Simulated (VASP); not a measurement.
Calculation: PBEsol GGA, VASP's PBE PAW potentials (set 64) (plane waves; VASP).

VASP input:

KPOINTS:
```
Automatic mesh
0
Gamma
5 5 1
0 0 0
```

### INCAR
```
ALGO  =  Normal
DIPOL  =  0.5 0.5 0.5
EDIFF  =  1E-5
EDIFFG  =  -0.03
ENCUT  =  400
GGA  =  PS
IBRION  =  2
IDIPOL  =  3
ISIF  =  2
ISMEAR  =  0
LASPH  =  .TRUE.
LCHARG  =  .FALSE.
LDIPOL  =  .TRUE.
LMAXMIX  =  4
LREAL  =  .FALSE.
LWAVE  =  .TRUE.
NELM  =  100
NELMIN  =  4
NSW  =  50
PREC  =  Normal
SIGMA  =  0.05
SYSTEM  =  RbCl(100) slab
```

File POSCAR:
```
RbCl(100) slab
1
    4.6271313732    -0.0000000000    -0.0000000000
   -0.0000000000     4.6271313732     0.0000000000
    0.0000000000     0.0000000000    28.0048692506
Rb Cl
4 4
Direct
  0.0000000000   0.5000000000   0.3247510000
  0.5000000000   0.0000000000   0.4415840000
  0.0000000000   0.5000000000   0.5584160000
  0.5000000000   0.0000000000   0.6752490000
  0.0000000000   0.5000000000   0.4415840000
  0.5000000000   0.0000000000   0.3247510000
  0.0000000000   0.5000000000   0.6752490000
  0.5000000000   0.0000000000   0.5584160000
```

POTCAR, in this order: Rb_sv Cl (PBE.64 set). Program: vasp_std.

What VASP printed:

OUTCAR:
```
 ion  position               nearest neighbor table
   1  0.000  0.500  0.325-   6 3.27   6 3.27   6 3.27   6 3.27   5 3.27   2 4.63   2 4.63   2 4.63
                             2 4.63
   2  0.500  0.000  0.442-   8 3.27   5 3.27   5 3.27   5 3.27   5 3.27   6 3.27   3 4.63   3 4.63
                             3 4.63   3 4.63   1 4.63   1 4.63   1 4.63   1 4.63
   3  0.000  0.500  0.558-   5 3.27   8 3.27   8 3.27   8 3.27   8 3.27   7 3.27   2 4.63   2 4.63
                             2 4.63   2 4.63   4 4.63   4 4.63   4 4.63   4 4.63
   4  0.500  0.000  0.675-   7 3.27   7 3.27   7 3.27   7 3.27   8 3.27   3 4.63   3 4.63   3 4.63
                             3 4.63
   5  0.000  0.500  0.442-   3 3.27   2 3.27   2 3.27   2 3.27   2 3.27   1 3.27
   6  0.500  0.000  0.325-   1 3.27   1 3.27   1 3.27   1 3.27   2 3.27
   7  0.000  0.500  0.675-   4 3.27   4 3.27   4 3.27   4 3.27   3 3.27
   8  0.500  0.000  0.558-   2 3.27   3 3.27   3 3.27   3 3.27   3 3.27   4 3.27
  LATTYP: Found a simple tetragonal cell.
 ALAT       =     4.6271313732
 C/A-ratio  =     6.0523177303
 Subroutine PRICEL returns:
 Original cell was already a primitive cell.
 Subroutine GETGRP returns: Found 16 space group operations
The static configuration has the point symmetry D_2d.
 The point group associated with its full space group is D_4h.
The dynamic configuration has the point symmetry D_2d.
 Subroutine INISYM returns: Found 16 space group operations
 Subroutine IBZKPT returns following result:
 Found      6 irreducible k-points:

 Following reciprocal coordinates:
            Coordinates               Weight
  0.000000  0.000000  0.000000      1.000000
  0.200000  0.000000  0.000000      4.000000
  0.400000  0.000000  0.000000      4.000000
  0.200000  0.200000  0.000000      4.000000
  0.400000  0.200000  0.000000      8.000000
  0.400000  0.400000  0.000000      4.000000
   k-points           NKPTS =      6   k-points in BZ     NKDIM =      6   number of bands    NBANDS=     38
   number of dos      NEDOS =    301   number of ions     NIONS =      8
   total plane-waves  NPLWV =  80640
   dimension x,y,z NGX =    24 NGY =   24 NGZ =  140
   dimension x,y,z NGXF=    48 NGYF=   48 NGZF=  280
   ions per type =               4   4
   PREC   = normal    normal or accurate (medium, high low for compatibility)
   ISTART =      0    job   : 0-new  1-cont  2-samecut
   ICHARG =      2    charge: 1-file 2-atom 10-const
   ISPIN  =      1    spin polarized calculation?
   LNONCOLLINEAR =      F non collinear calculations
   LSORBIT =      F    spin-orbit coupling
   INIWAV =      1    electr: 0-lowe 1-rand  2-diag
   ENCUT  =  400.0 eV  29.40 Ry    5.42 a.u.   7.55  7.55 45.67*2*pi/ulx,y,z
   NELM   =    100;   NELMIN=  4; NELMDL= -5     # of ELM steps
   EDIFF  = 0.1E-04   stopping-criterion for ELM
   LREAL  =      F    real-space projection
   NLSPLINE    = F    spline interpolate recip. space projectors
   LMAXMIX     =    4 max onsite mixed and CHGCAR
   VOSKOWN=      0    Vosko Wilk Nusair interpolation
   EDIFFG = -.3E-01   stopping-criterion for IOM
   NSW    =     50    number of steps for IOM
   NBLOCK =      1;   KBLOCK =     50    inner block; outer block
   IBRION =      2    ionic relax: 0-MD 1-quasi-New 2-CG
   NFREE  =      1    steps in history (QN), initial steepest desc. (CG)
   ISIF   =      2    stress and relaxation
   ISYM   =      2    0-nonsym 1-usesym 2-fastsym
   TEIN   =    0.0    initial temperature
   TEBEG  =    0.0;   TEEND  =   0.0 temperature during run
   SMASS  =  -3.00    Nose mass-parameter (am)
   PSTRESS=    0.0 pullay stress
   NELECT =      64.0000    total number of electrons
   EFERMI =   0.00;   METHOD = LEGACY
   ISMEAR =     0;   SIGMA  =   0.05  broadening in eV -4-tet -1-fermi 0-gaus
   IALGO  =     38    algorithm
   LDIAG  =      T    sub-space diagonalisation (order eigenvalues)
   IMIX   =      4    mixing-type and parameters
     AMIX     =   0.40;   BMIX     =  1.00
     AMIX_MAG =   1.60;   BMIX_MAG =  1.00
     AMIN     =   0.10
   GGA     = PS    functional components
...
```

File OSZICAR:
```
       N       E                     dE             d eps       ncg     rms          rms(c)
DAV:   1     0.525097967921E+03    0.52510E+03   -0.21807E+04   504   0.106E+03
DAV:   2     0.552034781634E+02   -0.46989E+03   -0.45960E+03   636   0.256E+02
DAV:   3    -0.263780732991E+02   -0.81582E+02   -0.81328E+02   626   0.103E+02
DAV:   4    -0.288328690310E+02   -0.24548E+01   -0.24506E+01   528   0.230E+01
DAV:   5    -0.289689789705E+02   -0.13611E+00   -0.13609E+00   770   0.393E+00    0.600E+00
DAV:   6    -0.274811569955E+02    0.14878E+01   -0.32650E+00   528   0.551E+00    0.471E+00
DAV:   7    -0.273112054188E+02    0.16995E+00   -0.69004E-01   624   0.257E+00    0.311E+00
DAV:   8    -0.272841556223E+02    0.27050E-01   -0.10357E-01   552   0.164E+00    0.560E-01
DAV:   9    -0.272724405514E+02    0.11715E-01   -0.56675E-02   586   0.798E-01    0.284E-01
DAV:  10    -0.272689842721E+02    0.34563E-02   -0.11172E-02   536   0.421E-01    0.158E-01
DAV:  11    -0.272669098612E+02    0.20744E-02   -0.74933E-03   552   0.292E-01    0.807E-02
DAV:  12    -0.272686251391E+02   -0.17153E-02   -0.20593E-03   512   0.181E-01    0.558E-02
DAV:  13    -0.272698037840E+02   -0.11786E-02   -0.12044E-03   510   0.114E-01    0.381E-02
DAV:  14    -0.272704159653E+02   -0.61218E-03   -0.16845E-04   648   0.448E-02    0.205E-02
DAV:  15    -0.272716213846E+02   -0.12054E-02   -0.19063E-04   494   0.562E-02    0.141E-02
DAV:  16    -0.272719119998E+02   -0.29062E-03   -0.37786E-05   426   0.233E-02    0.104E-02
DAV:  17    -0.272719703649E+02   -0.58365E-04   -0.30422E-06   336   0.779E-03    0.572E-03
DAV:  18    -0.272722448758E+02   -0.27451E-03   -0.39970E-05   468   0.179E-02    0.587E-03
DAV:  19    -0.272722813952E+02   -0.36519E-04   -0.36591E-06   336   0.711E-03    0.218E-03
DAV:  20    -0.272723608411E+02   -0.79446E-04   -0.72342E-06   372   0.653E-03    0.297E-03
DAV:  21    -0.272723789255E+02   -0.18084E-04   -0.78888E-07   324   0.316E-03    0.202E-03
DAV:  22    -0.272724077264E+02   -0.28801E-04   -0.19158E-06   306   0.394E-03    0.826E-04
DAV:  23    -0.272724155014E+02   -0.77750E-05   -0.49762E-07   318   0.208E-03
   1 F= -.27272416E+02 E0= -.27272416E+02  d E =-.272724E+02
       N       E                     dE             d eps       ncg     rms          rms(c)
DAV:   1    -0.272726374607E+02   -0.22973E-03   -0.30143E-02   514   0.660E-01    0.481E-02
DAV:   2    -0.272727140082E+02   -0.76547E-04   -0.84846E-04   522   0.131E-01    0.203E-02
DAV:   3    -0.272727129983E+02    0.10099E-05   -0.38162E-05   462   0.213E-02    0.129E-02
DAV:   4    -0.272727112720E+02    0.17263E-05   -0.88567E-06   290   0.130E-02
   2 F= -.27272711E+02 E0= -.27272711E+02  d E =-.295771E-03
       N       E                     dE             d eps       ncg     rms          rms(c)
DAV:   1    -0.272726807036E+02    0.32295E-04   -0.27043E-01   514   0.198E+00    0.143E-01
DAV:   2    -0.272733666623E+02   -0.68596E-03   -0.76008E-03   528   0.393E-01    0.613E-02
DAV:   3    -0.272733616486E+02    0.50137E-05   -0.36665E-04   656   0.642E-02    0.403E-02
DAV:   4    -0.272733457780E+02    0.15871E-04   -0.62433E-05   474   0.336E-02    0.222E-02
DAV:   5    -0.272733471258E+02   -0.13478E-05   -0.19262E-05   432   0.199E-02
   3 F= -.27273347E+02 E0= -.27273347E+02  d E =-.931624E-03
```

OUTCAR:
```
------------------------ aborting loop because EDIFF is reached ----------------------------------------
  FORCE on cell =-STRESS in cart. coord.  units (eV):
  Direction    XX          YY          ZZ          XY          YZ          ZX
  --------------------------------------------------------------------------------------
  Total       -0.7060687     -0.7060687     -0.2349961      0.0000000      0.0000000     -0.0000000
  in kB       -1.8866891     -1.8866891     -0.6279342      0.0000000      0.0000000     -0.0000000
  external PRESSURE =      -1.4671041 kB  Pullay stress =       0.0000000 kB
  volume of cell :      599.59
      direct lattice vectors                 reciprocal lattice vectors
     4.627131373  0.000000000  0.000000000     0.216116622  0.000000000  0.000000000
     0.000000000  4.627131373  0.000000000     0.000000000  0.216116622  0.000000000
     0.000000000  0.000000000 28.004869251     0.000000000  0.000000000  0.035708076
 POSITION                                       TOTAL-FORCE (eV/Angst)
 -----------------------------------------------------------------------------------
      0.00000      2.31357      9.10266         0.000000      0.000000      0.024827
      2.31357      0.00000     12.36328        -0.000000      0.000000     -0.011191
      0.00000      2.31357     15.64159         0.000000     -0.000000      0.011191
      2.31357      0.00000     18.90221        -0.000000     -0.000000     -0.024827
      0.00000      2.31357     12.35984         0.000000      0.000000     -0.015307
      2.31357      0.00000      9.09390         0.000000      0.000000      0.001286
      0.00000      2.31357     18.91097         0.000000     -0.000000     -0.001286
      2.31357      0.00000     15.64503        -0.000000      0.000000      0.015307
 -----------------------------------------------------------------------------------
    total drift:                                0.000000     -0.000000      0.000000
  FREE ENERGIE OF THE ION-ELECTRON SYSTEM (eV)
  ---------------------------------------------------
  free  energy   TOTEN  =       -27.2733471258 eV

  energy  without entropy=      -27.2733471258  energy(sigma->0) =      -27.27334713

 reached required accuracy - stopping structural energy minimisation
```
(Selected blocks of OUTCAR.)

File CONTCAR:
```
RbCl(100) slab
   1.00000000000000
     4.6271313732000001    0.0000000000000000    0.0000000000000000
     0.0000000000000000    4.6271313732000001    0.0000000000000000
     0.0000000000000000    0.0000000000000000   28.0048692505999988
  Rb              Cl
     4     4
Direct
     0.0000000000000000    0.5000000000000000    0.3250386175022961
     0.5000000000000000    0.0000000000000000    0.4414690766272689
     0.0000000000000000    0.5000000000000000    0.5585309233727312
     0.5000000000000000    0.0000000000000000    0.6749613824977039
     0.0000000000000000    0.5000000000000000    0.4413460560108067
     0.5000000000000000    0.0000000000000000    0.3247256138410321
     0.0000000000000000    0.5000000000000000    0.6752743861589678
     0.5000000000000000    0.0000000000000000    0.5586539439891934
```

File OUTCAR:
```
 val. band max:       -4.0387376700   @ k =   0.0000   0.0000   0.0000

 cond. band min:       0.7673142129   @ k =   0.0000   0.0000   0.0000


 Fermi energy:        -3.8101885468

 k-point     1 :       0.0000    0.0000    0.0000
  band No.  band energies     occupation
      1     -28.2080      2.00000
      2     -28.2080      2.00000
      3     -27.9486      2.00000
      4     -27.9373      2.00000
      5     -16.1413      2.00000
      6     -16.1196      2.00000
      7     -15.9168      2.00000
      8     -15.9139      2.00000
      9     -12.4321      2.00000
     10     -12.3983      2.00000
     11     -12.2931      2.00000
     12     -12.2931      2.00000
     13     -12.2922      2.00000
     14     -12.2922      2.00000
     15     -12.1208      2.00000
     16     -12.0961      2.00000
     17     -12.0961      2.00000
     18     -12.0421      2.00000
     19     -12.0421      2.00000
     20     -12.0128      2.00000
     21      -4.6021      2.00000
     22      -4.5551      2.00000
     23      -4.2665      2.00000
     24      -4.2341      2.00000
     25      -4.2341      2.00000
     26      -4.1891      2.00000
     27      -4.1891      2.00000
     28      -4.1517      2.00000
     29      -4.0437      2.00000
     30      -4.0437      2.00000
     31      -4.0387      2.00000
     32      -4.0387      2.00000
     33       0.7673      0.00000
     34       1.0634      0.00000
     35       1.6457      0.00000
     36       2.0519      0.00000
     37       2.1906      0.00000
     38       2.2588      0.00000

 k-point     2 :       0.2000    0.0000    0.0000
  band No.  band energies     occupation
      1     -28.2059      2.00000
      2     -28.2059      2.00000
      3     -27.9454      2.00000
      4     -27.9363      2.00000
      5     -16.1591      2.00000
      6     -16.1415      2.00000
      7     -15.9404      2.00000
      8     -15.9380      2.00000
      9     -12.4173      2.00000
     10     -12.3911      2.00000
...
```

The cell is a thin slab with vacuum, built from RbCl (rock salt): (100) face.
